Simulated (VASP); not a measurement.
Energy against volume of MgF$_{2}$ (rutile). Calculation: PBE GGA, VASP's PBE PAW potentials (set 64) (plane waves; VASP 6.6.1). Run with 520 eV cut-off, 5×5×7 Γ-centred mesh, Gaussian smearing of 0.050 eV, potentials Mg F.

Shape and ions are relaxed at each volume.

```csv
V (Å³/atom),E (eV/atom)
10.592,-5.24179
10.931,-5.25301
11.269,-5.25717
11.607,-5.25532
```

Fit these four points and predict the energy of the run at 11.945 Å³/atom.

A cubic in V^(−2/3), the third-order Birch-Murnaghan form, passes through the four points with V0 = 11.33 Å³/atom and B0 = 93 GPa, and gives -5.2483 eV/atom there. The run gave -5.2484 eV/atom, -0.1 meV/atom from the fit; all five points give B0 = 92 GPa.

The compound is MgF2 in the rutile structure. It was relaxed first.
